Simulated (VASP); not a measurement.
Wanted: the native input for a VASP 6.6.1 run.

| Property | Result |
| --- | --- |
| Task | relaxation of cell and atoms |
| Functional | PBE |
| Potentials or basis | VASP PAW PBE potentials, release 64 (Ta_pv) |
| Cutoff | 520 eV |
| k mesh | 18 × 18 × 18 |
| Occupations | gaussian, width 0.1 eV |
| Spin | no spin polarisation |
| Further INCAR settings | ALGO = Normal; EDIFF = 1e-07; IBRION = 2; EDIFFG = -0.15; NSW = 80; ISIF = 3 |

The structure of Ta lies in POSCAR:

```
Ta                                      
1.0
   -1.6597546428      1.6597546428      1.6597546428
    1.6597546428     -1.6597546428      1.6597546428
    1.6597546428      1.6597546428     -1.6597546428
  Ta            
     1
Direct
     0.0000000000000000    0.0000000000000000    0.0000000000000000
```

These files were run (other wordings do the same):

INCAR

```
SYSTEM = Ta
  ALGO = Normal
  EDIFF = 1E-7
  EDIFFG = -0.15
  ENCUT = 520
  GGA = PE
  IBRION = 2
  ISIF = 3
  ISMEAR = 0
  LASPH = .TRUE.
  LCHARG = .FALSE.
  LREAL = .FALSE.
  LWAVE = .FALSE.
  NELM = 80
  NSW = 80
  PREC = Accurate
  SIGMA = 0.1
```

KPOINTS

```
k-points
0
G
  18 18 18
  0 0 0
```

Potentials or basis: VASP PAW PBE potentials, release 64 (Ta_pv).

The run is started by

```sh
$ cat potpaw_PBE.64/Ta_pv/POTCAR > POTCAR
$ mpirun -np 1 vasp_std > vasp.out
```

It gave:

The pressure after relaxing is 0.0 GPa. The band gap on the k mesh is none (metal or under the smearing width).

Caveat: the relaxation stopped at its first step, so nothing moved.

Wall time 20 s on 1 thread of Intel(R) Xeon(R) Platinum 8375C CPU @ 2.90GHz (Ice Lake) (shared host), peak memory 0.17 GiB.
